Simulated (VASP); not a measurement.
Write the native input for VASP 6.6.1 that does the following.

```yaml
Task: single point
Functional: PBE
Potentials_or_basis: VASP PAW PBE potentials, release 64 (Cd, Se)
Cutoff: 520 eV
k_mesh: 10 × 10 × 10
Occupations: gaussian, width 0.01 eV
Spin: no spin polarisation
Dipole_correction: no
Further_INCAR_settings: ALGO = Fast; EDIFF = 1e-06; NBANDS = 16
```

The structure of CdSe lies in POSCAR:

```
CdSe
1.0
    0.0000000000      3.0978510447      3.0978510447
    3.0978510447      0.0000000000      3.0978510447
    3.0978510447      3.0978510447      0.0000000000
Cd Se
1 1
Direct
    0.0000000000      0.0000000000      0.0000000000
    0.7500000000      0.7500000000      0.7500000000
```

Measurements of this composition are mostly on another form, of space group No. 186.

The cell isn't the ideal one: cell and atoms relaxed tightly for response.

The input as run:

INCAR

```
PREC = Accurate
ENCUT = 520
EDIFF = 1E-6
ISMEAR = 0
SIGMA = 0.01
LREAL = F
LASPH = T
NELM = 100
ALGO = Fast
ISIF = 2
LWAVE = F
LCHARG = F
GGA = PE
NBANDS = 16
```

KPOINTS

```
Automatic mesh
0
Gamma
  10 10 10
```

Potentials or basis: VASP PAW PBE potentials, release 64 (Cd, Se).

Run with:

```console
$ cat potpaw_PBE.64/Cd/POTCAR potpaw_PBE.64/Se/POTCAR > POTCAR
$ mpirun -np 1 vasp_std > vasp.out
```

It gave:

- Pressure: 0.3 GPa
- Band gap on the k mesh: 0.49 eV, direct

Run time: 30 s on 1 thread of Intel(R) Xeon(R) Platinum 8488C (Sapphire Rapids), on a shared host, peak memory 0.22 GiB.
